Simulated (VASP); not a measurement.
Al4B3P: relaxation of cell and atoms with PBE

The system is Al4B3P.

```xyz
8
Lattice="2.8886 -3.6109 0.0000 2.8886 3.6109 0.0000 0.0000 0.0000 4.9739" Properties=species:S:1:pos:R:3 pbc="T T T"
Al    1.4443    1.8055    3.6039
Al    1.4443   -1.8055    1.3700
Al    1.4443    1.8055    1.3700
Al    1.4443   -1.8055    3.6039
B     0.8823    0.0000    0.0000
B     4.8948    0.0000    0.0000
B     2.8886    0.0000    2.4869
P     2.8886    0.0000    0.0000
```

The cell was built by a generator and needn't be a form met in nature.

```json
{
  "Program": "VASP 6.6.1",
  "Task": "relaxation of cell and atoms",
  "Functional": "PBE",
  "Potentials or basis": "VASP PAW PBE potentials, release 64 (Al, B, P)",
  "Cutoff": "520 eV",
  "k mesh": "3 × 3 × 3",
  "Occupations": "gaussian, width 0.15 eV",
  "Spin": "no spin polarisation",
  "Further INCAR settings": "PREC = Normal; ALGO = Fast; EDIFF = 0.0001; IBRION = 2; EDIFFG = -0.08; NSW = 24; ISIF = 3"
}
```

```json
{
 "Relaxed volume": "13.47 Å³/atom",
 "Relaxed cell": "a = 4.556 Å, b = 4.556 Å, c = 5.198 Å, α = 90.00°, β = 90.00°, γ = 92.92°",
 "Space group after relaxing (to 0.05 Å)": "Cmmm (No. 65)",
 "Energy gained by relaxing": "185.9 meV/atom",
 "Ionic steps": "8",
 "Pressure after relaxing": "-0.1 GPa",
 "Largest force after relaxing": "0.057 eV/Å",
 "Band gap on the k mesh": "none (metal or under the smearing width)"
}
```

Forces in eV/Å, atoms in the order of the input:
```
Al   0.000  0.000 -0.057
Al   0.000  0.000  0.057
Al   0.000  0.000  0.057
Al   0.000  0.000 -0.057
B    0.036  0.000  0.000
B   -0.036  0.000  0.000
B    0.000  0.000  0.000
P    0.000  0.000  0.000
```

Stress tensor (GPa, compression positive):
```
-0.07  0.00  0.00
 0.00 -0.15  0.00
 0.00  0.00 -0.21
```

Step by step:
```tsv
step	energy change (eV)	largest force (eV/Å)	pressure (GPa)	volume (Å³)
1	0.0000	3.0444	4.55	103.76
2	-0.9371	1.2142	-0.76	109.05
3	-1.0296	0.8447	-0.63	107.62
4	-1.3304	0.2985	-0.32	107.35
5	-1.4164	1.5516	0.99	106.92
6	-1.4337	0.3493	0.38	107.77
7	-1.4676	0.6566	0.53	107.34
8	-1.4872	0.0569	-0.14	107.74
```

Final structure:
```
Al B P
1.0
     3.13826   -3.30249    0.00000
     3.13826    3.30249    0.00000
     0.00000    0.00000    5.19770
Al B P
4 3 1
Direct
  0.00000 0.50000 0.74436
  0.50000 0.00000 0.25564
  0.00000 0.50000 0.25564
  0.50000 0.00000 0.74436
  0.13347 0.13347 0.00000
  0.86653 0.86653 0.00000
  0.50000 0.50000 0.50000
  0.50000 0.50000 0.00000
```

Levels at points of the mesh, in eV from the Fermi level:
| k point | band 11 | band 12 | band 13 | band 14 | band 15 | band 16 |
| --- | --- | --- | --- | --- | --- | --- |
| (0.00, 0.00, 0.00) | -1.58 | -1.23 | -1.16 | -1.15 | 0.03 | 0.37 |

It took 7.1 s on 4 MPI ranks on Intel(R) Xeon(R) 6975P-C (Granite Rapids), on a shared host, peak memory 0.11 GiB a rank.

Caveat: the k mesh is coarse (spacing up to 0.46 Å⁻¹), so the values aren't converged; the relaxation stopped at a loose force limit of 0.08 eV/Å, so its end isn't a converged minimum.
